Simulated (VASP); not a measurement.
All values below come from PBEsol GGA, VASP's PBE PAW potentials (set 64) (plane waves; VASP).

Input for VASP

### INCAR
```
SYSTEM = Tb2Al3Si2
PREC = Accurate; ENCUT = 300; LREAL = F
LASPH = T
EDIFF = 1E-6; NELM = 100; ALGO = Normal
LMAXMIX = 6
ISMEAR = -1; SIGMA = 0.05
GGA = PS
MAGMOM = 6.0 6.0 0.0 0.0 0.0 0.0 0.0
ISPIN = 2
ISIF = 2
LWAVE = F; LCHARG = F; LORBIT = 11
```

### POSCAR
```
Tb2Al3Si2
6.3399350
  0.7859015905  -0.3118951535   0.0000000000
  0.7859015905   0.3118951535   0.0000000000
 -0.1963916034   0.0000000000   1.0000000000
Tb Al Si
2 3 2
Cart
  0.9106944010  -0.0000000000   0.3222600000
  0.4647171766   0.0000000000   0.6777400000
  0.0000000000   0.0000000000   0.0000000000
  0.4541641184  -0.0000000000   0.1341000000
  0.9212474592   0.0000000000   0.8659000000
  0.0200548070  -0.0000000000   0.6398000000
  1.3553567705   0.0000000000   0.3602000000
```

KPOINTS:
```
Automatic mesh
0
Gamma
4 4 3
0 0 0
```

POTCAR, in this order: Tb Al Si (PBE.64 set). Program: vasp_std.

Output

### OSZICAR
```
...
DAV:  12    -0.434727936857E+02   -0.21701E+01   -0.11497E+01  4868   0.186E+01    0.143E+02
DAV:  13    -0.467466720124E+02   -0.32739E+01   -0.58115E+00  4428   0.232E+01    0.156E+02
DAV:  14    -0.453442258122E+02    0.14024E+01   -0.13395E+00  4972   0.680E+00    0.166E+02
DAV:  15    -0.461411868888E+02   -0.79696E+00   -0.24359E-01  4354   0.387E+00    0.162E+02
DAV:  16    -0.469531683793E+02   -0.81198E+00   -0.10068E-01  4913   0.357E+00    0.160E+02
DAV:  17    -0.536064765491E+02   -0.66533E+01   -0.36453E+00  4096   0.365E+01    0.128E+02
DAV:  18    -0.199181499720E+02    0.33688E+02   -0.29631E+01  4313   0.129E+02    0.146E+02
DAV:  19    -0.211082060421E+02   -0.11901E+01   -0.23053E+01  4908   0.634E+01    0.184E+02
DAV:  20    -0.213071885312E+02   -0.19898E+00   -0.30501E+00  5023   0.857E+00    0.189E+02
DAV:  21    -0.816685018735E+01    0.13140E+02   -0.10392E+00  5025   0.141E+01    0.197E+02
DAV:  22    -0.260441444708E+02   -0.17877E+02   -0.20763E+00  4221   0.248E+01    0.179E+02
DAV:  23    -0.472658928962E+02   -0.21222E+02   -0.48083E+01  4737   0.804E+01    0.164E+02
DAV:  24    -0.490096653896E+02   -0.17438E+01   -0.14347E+01  4880   0.155E+01    0.849E+01
DAV:  25    -0.536248132626E+02   -0.46151E+01   -0.13903E+00  4613   0.117E+01    0.633E+01
DAV:  26    -0.525699589400E+02    0.10549E+01   -0.33290E+00  4394   0.330E+01    0.353E+01
DAV:  27    -0.493489305107E+02    0.32210E+01   -0.22308E+00  4715   0.245E+01    0.448E+01
DAV:  28    -0.492284763140E+02    0.12045E+00   -0.11302E+00  4897   0.917E+00    0.438E+01
DAV:  29    -0.487561427816E+02    0.47233E+00   -0.20918E-01  4840   0.399E+00    0.416E+01
DAV:  30    -0.488907820144E+02   -0.13464E+00   -0.14058E-01  4741   0.485E+00    0.353E+01
DAV:  31    -0.487191808579E+02    0.17160E+00   -0.16937E-01  4407   0.620E+00    0.291E+01
DAV:  32    -0.479335449253E+02    0.78564E+00   -0.55846E-01  4483   0.931E+00    0.262E+01
DAV:  33    -0.476315513292E+02    0.30199E+00   -0.31679E-01  4337   0.808E+00    0.264E+01
DAV:  34    -0.476184020320E+02    0.13149E-01   -0.12486E-01  4477   0.154E+00    0.253E+01
DAV:  35    -0.477044903171E+02   -0.86088E-01   -0.21546E-02  4487   0.183E+00    0.257E+01
DAV:  36    -0.476507269229E+02    0.53763E-01   -0.56380E-03  4418   0.120E+00    0.256E+01
DAV:  37    -0.473752858767E+02    0.27544E+00   -0.21139E-01  3628   0.585E+00    0.262E+01
DAV:  38    -0.473664057534E+02    0.88801E-02   -0.33308E-02  4499   0.103E+00    0.261E+01
DAV:  39    -0.473603841760E+02    0.60216E-02   -0.34021E-03  5057   0.663E-01    0.260E+01
DAV:  40    -0.473344558033E+02    0.25928E-01   -0.14046E-02  4534   0.198E+00    0.270E+01
DAV:  41    -0.474078903799E+02   -0.73435E-01   -0.36382E-01  3613   0.725E+00    0.333E+01
DAV:  42    -0.475068150862E+02   -0.98925E-01   -0.85726E-02  4639   0.276E+00    0.316E+01
DAV:  43    -0.474371015947E+02    0.69713E-01   -0.25982E-02  4032   0.303E+00    0.291E+01
DAV:  44    -0.473481742645E+02    0.88927E-01   -0.39309E-02  4107   0.300E+00    0.259E+01
DAV:  45    -0.472965962672E+02    0.51578E-01   -0.34718E-02  4401   0.301E+00    0.238E+01
DAV:  46    -0.473372678291E+02   -0.40672E-01   -0.18706E-02  4694   0.166E+00    0.236E+01
DAV:  47    -0.473557205410E+02   -0.18453E-01   -0.10120E-02  5153   0.135E+00    0.239E+01
DAV:  48    -0.474818912232E+02   -0.12617E+00   -0.38808E-02  3634   0.435E+00    0.226E+01
DAV:  49    -0.475687626064E+02   -0.86871E-01   -0.23415E-02  4633   0.232E+00    0.235E+01
DAV:  50    -0.475916846888E+02   -0.22922E-01   -0.88351E-03  4547   0.105E+00    0.239E+01
DAV:  51    -0.470277927069E+02    0.56389E+00   -0.13402E+00  3516   0.185E+01    0.216E+01
DAV:  52    -0.471388026128E+02   -0.11101E+00   -0.12744E-01  3986   0.491E+00    0.202E+01
DAV:  53    -0.471418979967E+02   -0.30954E-02   -0.17931E-02  4400   0.130E+00    0.191E+01
DAV:  54    -0.471715207927E+02   -0.29623E-01   -0.43481E-02  4487   0.249E+00    0.185E+01
DAV:  55    -0.472106817485E+02   -0.39161E-01   -0.77139E-02  4440   0.335E+00    0.190E+01
DAV:  56    -0.472856602661E+02   -0.74979E-01   -0.16590E-01  4477   0.423E+00    0.213E+01
DAV:  57    -0.472134373017E+02    0.72223E-01   -0.18141E-02  4558   0.161E+00    0.210E+01
DAV:  58    -0.471985229757E+02    0.14914E-01   -0.36477E-03  4688   0.829E-01    0.217E+01
DAV:  59    -0.472252764413E+02   -0.26753E-01   -0.27372E-03  4819   0.812E-01    0.225E+01
DAV:  60    -0.471797586653E+02    0.45518E-01   -0.66537E-03  3766   0.217E+00    0.213E+01
DAV:  61    -0.477988824539E+02   -0.61912E+00   -0.39160E-01  3488   0.119E+01    0.243E+01
DAV:  62    -0.477737108179E+02    0.25172E-01   -0.61275E-02  4446   0.305E+00    0.219E+01
DAV:  63    -0.477807619133E+02   -0.70511E-02   -0.12222E-02  4639   0.899E-01    0.211E+01
DAV:  64    -0.477569793539E+02    0.23783E-01   -0.27667E-03  4228   0.116E+00    0.206E+01
DAV:  65    -0.476831514484E+02    0.73828E-01   -0.17915E-02  4007   0.303E+00    0.179E+01
DAV:  66    -0.474224698967E+02    0.26068E+00   -0.27380E-01  3726   0.112E+01    0.124E+01
DAV:  67    -0.473895821242E+02    0.32888E-01   -0.14387E-01  4484   0.604E+00    0.111E+01
DAV:  68    -0.473793087717E+02    0.10273E-01   -0.47151E-02  4777   0.214E+00    0.102E+01
DAV:  69    -0.473897018896E+02   -0.10393E-01   -0.21197E-02  4406   0.284E+00    0.104E+01
DAV:  70    -0.473792714464E+02    0.10430E-01   -0.89315E-03  5128   0.198E+00    0.102E+01
DAV:  71    -0.473456585230E+02    0.33613E-01   -0.10903E-01  3569   0.768E+00    0.931E+00
DAV:  72    -0.473593464940E+02   -0.13688E-01   -0.28753E-02  4573   0.239E+00    0.109E+01
DAV:  73    -0.473590224772E+02    0.32402E-03   -0.46483E-03  4960   0.841E-01    0.112E+01
DAV:  74    -0.473593683281E+02   -0.34585E-03   -0.26216E-03  4972   0.962E-01    0.113E+01
DAV:  75    -0.473635468373E+02   -0.41785E-02   -0.16889E-02  4554   0.276E+00    0.114E+01
DAV:  76    -0.473595275383E+02    0.40193E-02   -0.84552E-02  3379   0.890E+00    0.646E+00
DAV:  77    -0.473602120722E+02   -0.68453E-03   -0.24385E-02  4141   0.318E+00    0.654E+00
DAV:  78    -0.473574884902E+02    0.27236E-02   -0.13850E-02  4484   0.245E+00    0.610E+00
DAV:  79    -0.473614458092E+02   -0.39573E-02   -0.12842E-02  4621   0.255E+00    0.556E+00
DAV:  80    -0.473639878845E+02   -0.25421E-02   -0.10386E-02  4872   0.214E+00    0.499E+00
DAV:  81    -0.473649845786E+02   -0.99669E-03   -0.39456E-02  4313   0.397E+00    0.423E+00
DAV:  82    -0.473573773661E+02    0.76072E-02   -0.40758E-02  4675   0.241E+00    0.425E+00
DAV:  83    -0.473577676425E+02   -0.39028E-03   -0.43723E-03  4565   0.615E-01    0.421E+00
DAV:  84    -0.473558250052E+02    0.19426E-02   -0.66035E-04  4777   0.269E-01    0.432E+00
DAV:  85    -0.473581786036E+02   -0.23536E-02   -0.83374E-03  4573   0.914E-01    0.465E+00
DAV:  86    -0.473393711076E+02    0.18807E-01   -0.48275E-02  4011   0.193E+00    0.416E+00
DAV:  87    -0.473597613667E+02   -0.20390E-01   -0.76506E-03  4372   0.165E+00    0.403E+00
DAV:  88    -0.473662276797E+02   -0.64663E-02   -0.13986E-02  4141   0.199E+00    0.422E+00
DAV:  89    -0.473657148975E+02    0.51278E-03   -0.94784E-03  4861   0.139E+00    0.438E+00
DAV:  90    -0.473577955644E+02    0.79193E-02   -0.34049E-03  5034   0.117E+00    0.429E+00
DAV:  91    -0.473394262245E+02    0.18369E-01   -0.17443E-01  3786   0.521E+00    0.326E+00
DAV:  92    -0.473500107225E+02   -0.10584E-01   -0.32580E-02  4481   0.272E+00    0.252E+00
DAV:  93    -0.473568931343E+02   -0.68824E-02   -0.86483E-03  4970   0.168E+00    0.227E+00
DAV:  94    -0.473593856922E+02   -0.24926E-02   -0.37111E-03  4967   0.127E+00    0.187E+00
DAV:  95    -0.473593097242E+02    0.75968E-04   -0.17513E-03  4891   0.106E+00    0.137E+00
DAV:  96    -0.473589409051E+02    0.36882E-03   -0.40226E-03  4448   0.126E+00    0.843E-01
DAV:  97    -0.473592209713E+02   -0.28007E-03   -0.82724E-04  4996   0.444E-01    0.752E-01
DAV:  98    -0.473590994915E+02    0.12148E-03   -0.34764E-04  5168   0.341E-01    0.644E-01
DAV:  99    -0.473592811990E+02   -0.18171E-03   -0.11418E-03  5060   0.502E-01    0.465E-01
DAV: 100    -0.473593899336E+02   -0.10873E-03   -0.21026E-04  5157   0.290E-01
   1 F= -.47359390E+02 E0= -.47290026E+02  d E =-.138727E+00  mag=    11.8948
```

**OUTCAR**
```
------------------------ aborting loop EDIFF was not reached (unconverged)  ----------------------------
  FORCE on cell =-STRESS in cart. coord.  units (eV):
  Direction    XX          YY          ZZ          XY          YZ          ZX
  --------------------------------------------------------------------------------------
  Total        2.5569694      3.0046451      1.9681042      0.0000000      0.0000000      0.4340736
  in kB       32.7925286     38.5338638     25.2404718      0.0000000      0.0000000      5.5668914
  external PRESSURE =      32.1889548 kB  Pullay stress =       0.0000000 kB
  volume of cell :      124.93
      direct lattice vectors                 reciprocal lattice vectors
     4.982565000 -1.977395000  0.000000000     0.100349920 -0.252857927  0.019707882
     4.982565000  1.977395000  0.000000000     0.100349920  0.252857927  0.019707882
    -1.245110000  0.000000000  6.339935000     0.000000000  0.000000000  0.157730324
 POSITION                                       TOTAL-FORCE (eV/Angst)
 -----------------------------------------------------------------------------------
      5.77374      0.00000      2.04311        -0.084546      0.000000      0.206311
      2.94628      0.00000      4.29683         0.084546      0.000000     -0.206311
      0.00000      0.00000      0.00000         0.000000      0.000000      0.000000
      2.87937      0.00000      0.85019        -0.019597      0.000000     -0.019362
      5.84065      0.00000      5.48975         0.019597      0.000000      0.019362
      0.12715      0.00000      4.05629        -0.034567      0.000000      0.153790
      8.59287      0.00000      2.28364         0.034567      0.000000     -0.153790
 -----------------------------------------------------------------------------------
    total drift:                                0.000000     -0.000000     -0.000000
  FREE ENERGIE OF THE ION-ELECTRON SYSTEM (eV)
  ---------------------------------------------------
  free  energy   TOTEN  =       -47.3593899336 eV

  energy  without entropy=      -47.2206630200  energy(sigma->0) =      -47.29002648

 total charge

# of ion       s       p       d       f       tot
--------------------------------------------------
    1        2.036   5.614   0.684   8.018  16.352
    2        2.036   5.614   0.684   8.018  16.352
    3        0.447   0.356   0.000   0.000   0.803
    4        0.414   0.390   0.000   0.000   0.804
    5        0.414   0.390   0.000   0.000   0.804
    6        0.764   0.961   0.000   0.000   1.726
    7        0.764   0.961   0.000   0.000   1.726
--------------------------------------------------
tot          6.875  14.287   1.367  16.035  38.565

 magnetization (x)

# of ion       s       p       d       f       tot
--------------------------------------------------
    1       -0.003  -0.044   0.085   5.787   5.826
    2       -0.003  -0.044   0.085   5.787   5.826
    3       -0.008  -0.006   0.000   0.000  -0.014
    4       -0.006  -0.004   0.000   0.000  -0.010
    5       -0.006  -0.004   0.000   0.000  -0.010
    6       -0.007  -0.004   0.000   0.000  -0.011
    7       -0.007  -0.004   0.000   0.000  -0.011
--------------------------------------------------
tot         -0.041  -0.109   0.171  11.574  11.596
```
(Selected blocks of OUTCAR.)

File stdout:
```
...
DAV:  81    -0.473649845786E+02   -0.99669E-03   -0.39456E-02  4313   0.397E+00    0.423E+00
DAV:  82    -0.473573773661E+02    0.76072E-02   -0.40758E-02  4675   0.241E+00    0.425E+00
DAV:  83    -0.473577676425E+02   -0.39028E-03   -0.43723E-03  4565   0.615E-01    0.421E+00
DAV:  84    -0.473558250052E+02    0.19426E-02   -0.66035E-04  4777   0.269E-01    0.432E+00
DAV:  85    -0.473581786036E+02   -0.23536E-02   -0.83374E-03  4573   0.914E-01    0.465E+00
DAV:  86    -0.473393711076E+02    0.18807E-01   -0.48275E-02  4011   0.193E+00    0.416E+00
DAV:  87    -0.473597613667E+02   -0.20390E-01   -0.76506E-03  4372   0.165E+00    0.403E+00
DAV:  88    -0.473662276797E+02   -0.64663E-02   -0.13986E-02  4141   0.199E+00    0.422E+00
DAV:  89    -0.473657148975E+02    0.51278E-03   -0.94784E-03  4861   0.139E+00    0.438E+00
DAV:  90    -0.473577955644E+02    0.79193E-02   -0.34049E-03  5034   0.117E+00    0.429E+00
DAV:  91    -0.473394262245E+02    0.18369E-01   -0.17443E-01  3786   0.521E+00    0.326E+00
DAV:  92    -0.473500107225E+02   -0.10584E-01   -0.32580E-02  4481   0.272E+00    0.252E+00
DAV:  93    -0.473568931343E+02   -0.68824E-02   -0.86483E-03  4970   0.168E+00    0.227E+00
DAV:  94    -0.473593856922E+02   -0.24926E-02   -0.37111E-03  4967   0.127E+00    0.187E+00
DAV:  95    -0.473593097242E+02    0.75968E-04   -0.17513E-03  4891   0.106E+00    0.137E+00
DAV:  96    -0.473589409051E+02    0.36882E-03   -0.40226E-03  4448   0.126E+00    0.843E-01
DAV:  97    -0.473592209713E+02   -0.28007E-03   -0.82724E-04  4996   0.444E-01    0.752E-01
DAV:  98    -0.473590994915E+02    0.12148E-03   -0.34764E-04  5168   0.341E-01    0.644E-01
DAV:  99    -0.473592811990E+02   -0.18171E-03   -0.11418E-03  5060   0.502E-01    0.465E-01
DAV: 100    -0.473593899336E+02   -0.10873E-03   -0.21026E-04  5157   0.290E-01

 -----------------------------------------------------------------------------
|                                                                             |
|           W    W    AA    RRRRR   N    N  II  N    N   GGGG   !!!           |
|           W    W   A  A   R    R  NN   N  II  NN   N  G    G  !!!           |
|           W    W  A    A  R    R  N N  N  II  N N  N  G       !!!           |
|           W WW W  AAAAAA  RRRRR   N  N N  II  N  N N  G  GGG   !            |
|           WW  WW  A    A  R   R   N   NN  II  N   NN  G    G                |
|           W    W  A    A  R    R  N    N  II  N    N   GGGG   !!!           |
|                                                                             |
|     The electronic self-consistency was not achieved in the given           |
|     number of steps (NELM). The forces and other quantities evaluated       |
|     might not be reliable so examine the results carefully. If you find     |
|     spurious results, we suggest increasing NELM, if you were close to      |
|     convergence or switching to a different ALGO or adjusting the           |
|     density mixing parameters otherwise.                                    |
|                                                                             |
 -----------------------------------------------------------------------------

   1 F= -.47359390E+02 E0= -.47290026E+02  d E =-.138727E+00  mag=    11.8948
```

Convergence was not reached.

At this cut-off the stress carries a Pulay error, which pulls relaxed volumes low.

The structure comes from a measured Tb2Al3Si2 entry of the Crystallography Open Database, whose conditions weren't checked. The cell was not relaxed at this level, and its volume differs by -5.9 % from the start's. The k-mesh is coarse (spacing up to 0.43 per Å, 2π included), so the numbers may not be converged in it.
